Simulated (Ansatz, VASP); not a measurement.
# HfTi2 in two plane-wave programs

One calculation is typed for both programs; each brings its own data sets and cutoff. How far apart do they land? The cell is invented: other elements were put on sites of a known structure type. It may not be a known or stable phase. The cell is taken from a series of VASP runs on this material, whose earlier steps may have relaxed, scaled or displaced it; both programs get it as it stands.

Main program and level: Ansatz 0.2.0; plane waves, with VASP 6.6.1 beside it; single point at PBE.

### Step 1. The structure

It takes space group P-3m1 (No. 164, trigonal). Conventional cell: a = 3.005 Å, b = 3.005 Å, c = 7.336 Å, α = 90.00°, β = 90.00°, γ = 120.00°. Nearest to Hf lie 6 Hf at 3.01 Å and 6 Ti at 3.06 Å. Ti has 9 Ti at 2.87 to 3.01 Å and 3 Hf at 3.06 Å nearest. Farther neighbours are not listed.

Coordinates:

```xyz
3
Lattice="3.0055 0.0000 0.0000 -1.5027 2.6028 0.0000 0.0000 0.0000 7.3356" Properties=species:S:1:pos:R:3 pbc="T T T"
Hf    0.0000    0.0000    0.0000
Ti    1.5027    0.8676    2.5231
Ti    0.0000    1.7352    4.8125
```

### Step 2. VASP: single point, PBE

With cell and atoms fixed, the geometry can't cause a difference; cores, projectors, grids and the points listed under the comparison can.

Lines of VASP's logs that name or quote its potential files are left out, and so is its time.

INCAR

```
SYSTEM = HfTi2
PREC = Accurate
ENCUT = 400
EDIFF = 1E-06
NELM = 100
ISMEAR = -1
SIGMA = 0.05
LREAL = .FALSE.
ALGO = Normal
GGA = PE
NBANDS = 23
LORBIT = 11
LWAVE = .FALSE.
LCHARG = .FALSE.
ISIF = 2
```

POSCAR

```
HfTi2
1.0
    3.0054924172     -0.0000000005      0.0000000000
   -1.5027462042      2.6028327855      0.0000000000
    0.0000000000      0.0000000000      7.3356353029
Hf Ti
1 2
Direct
    0.0000000000      0.0000000000      0.0000000000
    0.6666666700      0.3333333300      0.3439500753
    0.3333333300      0.6666666700      0.6560499247
```

KPOINTS

```
Automatic mesh
0
Gamma
9 9 3
0 0 0
```

The projector-augmented-wave data sets are Hf_pv and Ti_sv (PBE family, release 64).

Run with:

```sh
mpirun -np 1 vasp_std
```

Numbers of over 12 decimals in the logs are rounded to 6 here.

The log of the run:

```text
[banner, memory and clock lines left out]
running    1 mpi-ranks, on    1 nodes
 distrk:  each k-point on    1 cores,    1 groups
 distr:  one band on    1 cores,    1 groups

 POSCAR found type information on POSCAR HfTi
 POSCAR found :  2 types and       3 ions
 LDA part: xc-table for (Slater+PW92), standard interpolation
 POSCAR, INCAR and KPOINTS ok, starting setup
 FFT: planning ... GRIDC
 FFT: planning ... GRID_SOFT
 FFT: planning ... GRID
 WAVECAR not read
 entering main loop
       N       E                     dE             d eps       ncg     rms          rms(c)
DAV:   1     0.314060858032E+03    0.31406E+03   -0.15674E+04  1450   0.143E+03
DAV:   2     0.822105394604E+01   -0.30584E+03   -0.29857E+03  1517   0.442E+02
DAV:   3    -0.256302414623E+02   -0.33851E+02   -0.32872E+02  2768   0.119E+02
DAV:   4    -0.280214985985E+02   -0.23913E+01   -0.23778E+01  1806   0.269E+01
DAV:   5    -0.281782126168E+02   -0.15671E+00   -0.15670E+00  2236   0.595E+00    0.602E+01
DAV:   6    -0.277147611042E+02    0.46345E+00   -0.26424E+01  2033   0.411E+01    0.102E+01
DAV:   7    -0.290179359181E+02   -0.13032E+01   -0.58199E+01  2106   0.295E+01    0.476E+01
DAV:   8    -0.252622419839E+02    0.37557E+01   -0.11852E+01  2103   0.251E+01    0.103E+01
DAV:   9    -0.252809470257E+02   -0.18705E-01   -0.10324E+00  2241   0.557E+00    0.170E+00
DAV:  10    -0.252791934919E+02    0.17535E-02   -0.11893E-01  1949   0.278E+00    0.678E-01
DAV:  11    -0.252787463494E+02    0.44714E-03   -0.19968E-02  1981   0.125E+00    0.567E-01
DAV:  12    -0.252775981290E+02    0.11482E-02   -0.72637E-03  1945   0.450E-01    0.129E-01
DAV:  13    -0.252775900584E+02    0.80707E-05   -0.32125E-04  1827   0.141E-01    0.730E-02
DAV:  14    -0.252775968068E+02   -0.67484E-05   -0.14007E-05  1982   0.257E-02    0.496E-02
DAV:  15    -0.252775889952E+02    0.78115E-05   -0.49827E-05  1824   0.334E-02    0.239E-02
DAV:  16    -0.252775894916E+02   -0.49638E-06   -0.40506E-06  1515   0.150E-02
   1 F= -.25277589E+02 E0= -.25260403E+02  d E =-.343721E-01
```

From OUTCAR (step 2):

```text
ion  position               nearest neighbor table
   1  0.000  0.000  0.000-   2 3.06   3 3.06   3 3.06   2 3.06   2 3.06   3 3.06
   2  0.667  0.333  0.344-   3 2.87   3 2.87   3 2.87   1 3.06   1 3.06   1 3.06
   3  0.333  0.667  0.656-   2 2.87   2 2.87   2 2.87   1 3.06   1 3.06   1 3.06

  LATTYP: Found a hexagonal cell.
 ALAT       =     3.0054924172
 C/A-ratio  =     2.4407432409

 Subroutine GETGRP returns: Found 12 space group operations
 (whereof 12 operations were pure point group operations)

The static configuration has the point symmetry D_3d.

 Found     31 irreducible k-points:

   k-points           NKPTS =     31   k-points in BZ     NKDIM =     31   number of bands    NBANDS=     23

   dimension x,y,z NGX =    20 NGY =   20 NGZ =   48
   dimension x,y,z NGXF=    40 NGYF=   40 NGZF=   96

   ENCUT  =  400.0 eV  29.40 Ry    5.42 a.u.   4.90  4.90 11.96*2*pi/ulx,y,z

   NELECT =      34.0000    total number of electrons

 k-points in reciprocal lattice and weights: Automatic mesh
   0.00000000  0.00000000  0.00000000       0.004
   0.11111111  0.00000000  0.00000000       0.025
   0.22222222 -0.00000000  0.00000000       0.025
   0.33333333  0.00000000  0.00000000       0.025
   0.44444444 -0.00000000  0.00000000       0.025
   0.11111111  0.11111111  0.00000000       0.025
   0.22222222  0.11111111  0.00000000       0.049
   0.33333333  0.11111111  0.00000000       0.049
   0.44444444  0.11111111  0.00000000       0.025
[...]
-0.22222222 -0.44444444  0.33333333       0.049
   0.33333333  0.33333333  0.33333333       0.016

 average (electrostatic) potential at core
       1 -35.0217       2 -73.9763       3 -73.9763

 E-fermi :   6.8228

 k-point     1 :       0.0000    0.0000    0.0000
  band No.  band energies     occupation
    ...
     11     -22.8888      2.00000
     12       0.1842      2.00000
     13       2.7479      2.00000
     14       3.6322      2.00000
     15       6.6388      1.95079
     16       6.9877      0.07130
     17       7.6403      0.00000
     18       7.6403      0.00000
     19       7.6546      0.00000
     20       7.6546      0.00000
    ...

 k-point     2 :       0.1111    0.0000    0.0000
  band No.  band energies     occupation
    ...
     12       0.5786      2.00000
     13       3.1101      2.00000
     14       3.8716      2.00000
     15       6.4249      1.99930
     16       6.7595      1.56023
     17       7.4145      0.00001
     18       7.4520      0.00001
     19       7.7627      0.00000
     20       7.8575      0.00000
     21       7.8701      0.00000
    ...

 k-point     3 :       0.2222   -0.0000    0.0000
  band No.  band energies     occupation
    ...
     12       1.6222      2.00000
     13       3.9377      2.00000
     14       4.3977      2.00000
     15       5.9037      2.00000
     16       6.5132      1.99592
     17       6.9007      0.34770
     18       6.9686      0.10268
     19       7.3424      0.00006
     20       7.9523      0.00000
     21       8.1136      0.00000
    ...

  Total       -0.1028201     -0.1028201     -0.1939605     -0.0000000      0.0000000     -0.0000000
  in kB       -2.8707090     -2.8707090     -5.4153226     -0.0000000      0.0000000     -0.0000000
  external PRESSURE =      -3.7189135 kB  Pullay stress =       0.0000000 kB

  energy-cutoff  :      400.00
  volume of cell :       57.39
      direct lattice vectors                 reciprocal lattice vectors
     3.005492417 -0.000000001  0.000000000     0.332724180  0.192098394  0.000000000
    -1.502746204  2.602832785  0.000000000     0.000000000  0.384196790  0.000000000
     0.000000000  0.000000000  7.335635303     0.000000000  0.000000000  0.136320845

 POSITION                                       TOTAL-FORCE (eV/Angst)
 -----------------------------------------------------------------------------------
      0.00000      0.00000      0.00000         0.000000     -0.000000      0.000000
      1.50275      0.86761      2.52309         0.000000     -0.000000     -0.050317
     -0.00000      1.73522      4.81254        -0.000000      0.000000      0.050317
 -----------------------------------------------------------------------------------
    total drift:                               -0.000000      0.000000     -0.000000

  FREE ENERGIE OF THE ION-ELECTRON SYSTEM (eV)
  ---------------------------------------------------
  free  energy   TOTEN  =       -25.2775894916 eV

  energy  without entropy=      -25.2432173600  energy(sigma->0) =      -25.26040343

 total charge
# of ion       s       p       d       tot
------------------------------------------
    1        0.417   6.396   1.661   8.473
    2        2.232   6.110   1.861  10.203
    3        2.232   6.110   1.861  10.203
--------------------------------------------------
tot          4.881  18.617   5.383  28.880

[... 3 further parts left out ...]
```

The k-mesh is coarse for a metal. Harder data sets than Hf_pv exist (the GW ones), and pressures, volumes and forces can shift noticeably with them.

### Step 3. Ansatz: single point, PBE

Ansatz runs on its default PAW (the set named soft_2) files.

The same cell, functional, mesh and smearing now go to Ansatz, which takes its cutoff from its data sets.

input.yaml

```yaml
crystal:
  lattice:
    - [3.0054924172, -5.0e-10, 0.0]
    - [-1.5027462042, 2.6028327855, 0.0]
    - [0.0, 0.0, 7.3356353029]
  atoms:
    - { symbol: Hf, position: [0.0, 0.0, 0.0] }
    - { symbol: Ti, position: [0.66666667, 0.33333333, 0.3439500753] }
    - { symbol: Ti, position: [0.33333333, 0.66666667, 0.6560499247] }
hamiltonian:
  xc: pbe
  pseudopotentials: { kind: paw }
kpoints:
  mp_grid: { grid: [9, 9, 3] }
scf:
  occupations: { method: fermi_dirac, width: 0.05 }
  n_extra_bands: 4
output:
  forces: true
  stress: true
  eigenvalues: true
  write_density: true
  write_potential: true
  elf: true
  volumetric_format: npy
```

Run with:

```sh
ansatz run input.yaml --threads 2 --pin off --max-ram 4608MiB --backend cpu --events-out ev --progress --plain --runs-dir out
```

The log of the run:

```text
Warning: the atoms were moved onto the symmetric positions of the space group found under crystal.symmetry.tolerance 1.0e-5 (fractional; no operation is sought that the atoms, as they stand in a round, miss by more than twice it, and no atom is moved by as much as it), and the run uses the moved positions. Before a round's move an operation carried an atom to 3.01e-8 Å from where it should land, the largest such dist [...]
scf.n_extra_bands = 4 over 25 filled bands (N_el = 50.0): the run solves 29 bands
Engine: ansatz 0.2.0, aarch64-unknown-linux-gnu
Pseudopotentials: kind: paw
Pseudopotential: Hf, paw, valence charge 26, recommended cutoff 420 eV (normal), Hf.paw.azcp
Pseudopotential: Ti, paw, valence charge 12, recommended cutoff 420 eV (normal), Ti.paw.azcp
Functional definition: PBE
  parameter kappa = 0.804
  parameter beta = 0.066725
  exchange = pbe_x(kappa = kappa, mu = beta*pi^2/3)
  correlation = pbe_c(beta = beta)
Crystal: 3 atoms, lattice volume = 57.385 Å³
Basis set: ecut = 420 eV, 1057 PW (Γ), exchange–correlation on 48×48×100 points (8 copies of the dense FFT grid, shifted against one another)
Bands: 29, of which v1, the nominal top of the filled ones, is band 25 counted from 1 (24 counted from 0)
Symmetry: 12 space group operations
Space group: P-3m1 (ITA 164), of the structure as read, at distance tolerance 3.9e-5 Å
k-points: 31 of 243
Non-local potential: Hf, projectors of the file, l = 0: 3, l = 1: 2, l = 2: 2, l = 3: 3
Non-local potential: Ti, projectors of the file, l = 0: 3, l = 1: 2, l = 2: 3, l = 3: 1
PAW form: soft (Blöchl's): semilocal exchange-correlation on the pseudo side does not see the compensation charge
PAW one-centre angular grid: Hf, 590 points (default); XC on 64 Gauss nodes
PAW one-centre angular grid: Ti, 590 points (default); XC on 64 Gauss nodes
Initial density: superposition of atomic densities (neutral atoms: chi_scale 0, normalization atom), corrected by the library's trained network
Initial wavefunctions: pseudopotential atomic-orbital guess
Functional: x = pbe(κ = 0.804, μ = 0.219515), c = pbe(β = 0.066725)
SCF iter   1: F=—  HF=-20720.391178 eV  |F-HF|=—  |Δ(HF+E_count)|=         —  Δρ=3.10e-3  dr2=1.31e-2  ethr=1.77e-3  ⟨swp⟩=3.0  Hψ=2827  notcnv=0
preconditioner: auto → Kerker (q_TF=auto, 2.666 Å⁻¹)  [metal: Δε(μ)=0.045 eV  Ē_g=7.735 eV  σ=0.050 eV  W_gap=0.22  n_scr=24 (ndim 8)  ℏωp=25.0 eV  f_vac=0.000  D(μ)=3.85/eV (n_scr^D=38)]
SCF iter   2: F=—  HF=-20720.391368 eV  |F-HF|=—  |Δ(HF+E_count)|=   1.89e-4  Δρ=1.66e-3  dr2=2.54e-3  ethr=2.63e-5  ⟨swp⟩=1.1  Hψ=1150  notcnv=0
SCF iter   3: F=—  HF=-20720.391530 eV  |F-HF|=—  |Δ(HF+E_count)|=   1.63e-4  Δρ=3.86e-4  dr2=8.96e-5  ethr=5.08e-6  ⟨swp⟩=2.4  Hψ=1299  notcnv=0
SCF iter   4: F=—  HF=-20720.391516 eV  |F-HF|=—  |Δ(HF+E_count)|=   1.38e-5  Δρ=2.23e-4  dr2=2.61e-5  ethr=1.79e-7  ⟨swp⟩=2.2  Hψ=1673  notcnv=0
SCF iter   5: F=—  HF=-20720.391531 eV  |F-HF|=—  |Δ(HF+E_count)|=   1.49e-5  Δρ=8.22e-5  dr2=4.26e-6  ethr=5.22e-8  ⟨swp⟩=2.0  Hψ=1116  notcnv=0
SCF iter   6: F=—  HF=-20720.391531 eV  |F-HF|=—  |Δ(HF+E_count)|=   2.31e-7  Δρ=1.81e-5  dr2=1.85e-7  ethr=8.53e-9  ⟨swp⟩=1.5  Hψ=923  notcnv=0
SCF iter   7: F=-20720.391531 eV  HF=-20720.391531 eV  |F-HF|=1.19e-8  |Δ(HF+E_count)|=   2.65e-8  Δρ=5.21e-6  dr2=1.61e-8  ethr=2.00e-10  ⟨swp⟩=7.6  Hψ=5865  notcnv=0
SCF 1 converged in 7 iterations: F = -20720.391531 eV  dr2 = 1.61e-8
  greatest PAW one-centre occupation: 0.999 electrons in one spin orbital (limit 2), on the Ti atom at site 2 (counted from 0), in its partial waves of l = 0
SCF converged after 7 iterations
Free energy (F): -20720.391531 eV
Harris-Foulkes:  -20720.391531 eV  (|F-HF|=1.19e-8)
Internal energy: -20720.357164 eV  (E = F + TS)
E sigma→0 (E₀):  -20720.374348 eV
Entropy (-TS):   -0.034367 eV (-11.456 meV/atom)
Fermi energy:    15.706829 eV
--- Per-component energies (eV) ---
  E_band       = -321.548377
  E_kinetic    = 970.242146
  E_local      = -7951.441125  (includes V_loc(G=0)·N_el)
  E_nonlocal   = -1227.793330
  E_hartree    = 3659.623097
  E_xc         = -495.376490
  E_vxc        = -510.479301  (∫ρ·V_xc dr)
  E_paw        = -9023.540382  (= ΣΔE_a)
  E_vpaw       = 1078.675903  (= ΣTr[D̂ρ^β])
  E_aug_tail   = 0.000245  (compensation charges beyond the density's cutoff)
  E_ewald      = -6652.071326
  E_smearing   = -0.034367  (= −TS)
  E_closure    = -0.000000  (closes the sum)
  Σ components = -20720.391531   (vs F -20720.391531, Δ=0.00e0)
--- Forces (eV/Å), atoms counted from 1 ---
  atom   1  Hf    -0.00000000    -0.00000000     0.00000000
  atom   2  Ti     0.00000000    -0.00000000    -0.03938889
  atom   3  Ti    -0.00000000     0.00000000     0.03938889
  max |Σ_I F_I| component: 5.78e-19 eV/Å
--- Stress (GPa, compression-positive) ---
        0.456290      -0.000000      -0.000000
       -0.000000       0.456290       0.000000
       -0.000000       0.000000       0.252290
  P = ⅓ Tr σ = 0.3883 GPa (3.883 kbar)
--- Band table (eV; the first three rows and the last of 31) ---
  k-point 0: bands = [... 21 lower, 12.5089, 15.5257, 15.8640, 16.5252, 16.5252, 16.5436, 16.5436, 16.6953]
  k-point 1: bands = [... 21 lower, 12.7890, 15.7790, 16.1725, 16.4641, 16.4641, 16.5453, 16.6169, 16.6169]
  k-point 2: bands = [... 21 lower, 12.7479, 15.3115, 15.6383, 16.3023, 16.3378, 16.6479, 16.7468, 16.7536]
  k-point 30: bands = [... 21 lower, 14.4568, 14.4963, 14.6590, 14.6590, 15.6861, 15.7195, 15.7195, 17.7821]
```

It took 7 s on 2 threads of Arm Neoverse N1, shared host; peak memory 0.37 GiB; 7 s of CPU time.

The run ends at a pressure of 0.39 GPa, with forces up to 0.039 eV/Å.

### Step 4. Side by side

Known differences besides the potentials themselves: the data sets hold 50 valence electrons in Ansatz (default PAW (the set named soft_2) files) and 34 in VASP; the cutoff is 420 eV in Ansatz and 400 eV in VASP; VASP leaves aspherical gradient terms in its spheres out (LASPH is not set), Ansatz keeps them. Total energies have different zeros and are not compared.

Compared:

| quantity | Ansatz | VASP | difference |
| --- | --- | --- | --- |
| pressure (GPa) | 0.39 | -0.37 | +0.76 |

Forces (eV/Å; atoms numbered as in POSCAR):

| atom | Ansatz x, y, z | VASP x, y, z |
| --- | --- | --- |
| Hf1 | 0.000, 0.000, 0.000 | 0.000, 0.000, 0.000 |
| Ti2 | 0.000, 0.000, -0.039 | 0.000, 0.000, -0.050 |
| Ti3 | 0.000, 0.000, 0.039 | 0.000, 0.000, 0.050 |

The forces differ by 5.2 meV/Å r.m.s., which is 21.7 % of the r.m.s. force of 0.02 eV/Å (both taken over all components).

### Step 5. Outcome

- difference in pressure (single point, PBE): 0.76 GPa

What this shows: The difference in pressure is 0.76 GPa (single point, PBE), within the 1 GPa picked in this series as the mark of a large difference. How closely two codes agree says nothing of how well the functional describes the real material.

[Lines on the potential files, build, host, timing and source positions are cut from VASP's logs without a mark.]

[Logs are printed without paths, hosts, clocks, repeated set-up lines and the standing remarks that a program may print on its own settings, such as how far it seeks lower states.]

[Hosts, paths, dates, database ids (printed as entryN), source tags and the programs' standing remarks are cut or masked in the printed files.]
